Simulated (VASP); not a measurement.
Energy against volume of KCl (rock salt). Level of theory: revPBE GGA, VASP's PBE PAW potentials (set 64) (plane waves; VASP). Settings: 520 eV cut-off, 7×7×7 Γ-centred mesh, Gaussian smearing of 0.050 eV, potentials K_sv Cl.

```csv
V (Å³/atom),E (eV/atom)
34.168,-3.25129
35.224,-3.25277
36.281,-3.25168
37.338,-3.24844
```

Question: Fit these four points and predict the energy of the run at 33.111 Å³/atom.

Answer: A cubic in V^(−2/3), the third-order Birch-Murnaghan form, passes through the four points with V0 = 35.27 Å³/atom and B0 = 13 GPa, and gives -3.2467 eV/atom there. The run gave -3.2468 eV/atom, -0.0 meV/atom from the fit; all five points give B0 = 13 GPa.

The compound is KCl in the rock salt structure. It was relaxed first, which changed the volume by +13 %.
